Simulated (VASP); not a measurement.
Calculation: HSE06 screened hybrid, VASP's PBE PAW potentials (set 64) (plane waves; VASP).

VASP input:

### INCAR
```
ALGO  =  Normal
LREAL  =  F   ! projection in real space or not
ISIF  =  2   ! forces and stress, cell fixed
ENCUT  =  300
ISMEAR  =  0   ! Gaussian
LHFCALC  =  T
NELM  =  100
LWAVE  =  F
HFSCREEN  =  0.2   ! 1/Angstrom
EDIFF  =  1E-6   ! SCF stop (eV)
SIGMA  =  0.01
LMAXMIX  =  4
PRECFOCK  =  Fast
SYSTEM  =  MgI2
PREC  =  Accurate
AEXX  =  0.25
ISYM  =  3
LASPH  =  T
LCHARG  =  F
GGA  =  PE   ! PBE
```

File POSCAR:
```
MgI2
1
    4.1956800000     0.0000000000     0.0000000000
   -2.0978400000     3.6335650000     0.0000000000
    0.0000000000     0.0000000000     7.1057300000
Mg I
1 2
Direct
  0.0000000000   0.0000000000   0.0000000000
  0.3333330000   0.6666670000   0.2340800000
  0.6666670000   0.3333330000   0.7659200000
```

KPOINTS:
```
Automatic mesh
0
Gamma
4 4 2
0 0 0
```

POTCAR, in this order: Mg I (PBE.64 set). Program: vasp_std.

Problem. What does the run give for the energy per atom (σ→0), largest force?

Solution. 
```json
{
  "energy per atom (σ→0)": "-3.070 eV/atom",
  "largest_force": "0.00479 Ry/bohr"
}
```

File OSZICAR:
```
...
DAV:  11    -0.920915209092E+01    0.50938E-03   -0.26206E-04   220   0.119E-01    0.482E-01
DAV:  12    -0.920897315588E+01    0.17894E-03   -0.88867E-05   224   0.707E-02    0.266E-01
DAV:  13    -0.920891027389E+01    0.62882E-04   -0.32607E-05   220   0.436E-02    0.147E-01
DAV:  14    -0.920888873337E+01    0.21541E-04   -0.12638E-05   224   0.275E-02    0.810E-02
DAV:  15    -0.920888158498E+01    0.71484E-05   -0.49169E-06   216   0.172E-02    0.446E-02
DAV:  16    -0.920887924121E+01    0.23438E-05   -0.18314E-06   164   0.110E-02    0.249E-02
DAV:  17    -0.920887853533E+01    0.70587E-06   -0.94219E-07   152   0.846E-03
   1 F= -.92088785E+01 E0= -.92088785E+01  d E =-.446457E-23
```

The structure comes from a computed database's MgI2 entry; how it stands against other phases isn't given here. The cell was not relaxed at this level. The k-mesh is coarse (spacing up to 0.44 per Å, 2π included), so the numbers may not be converged in it.
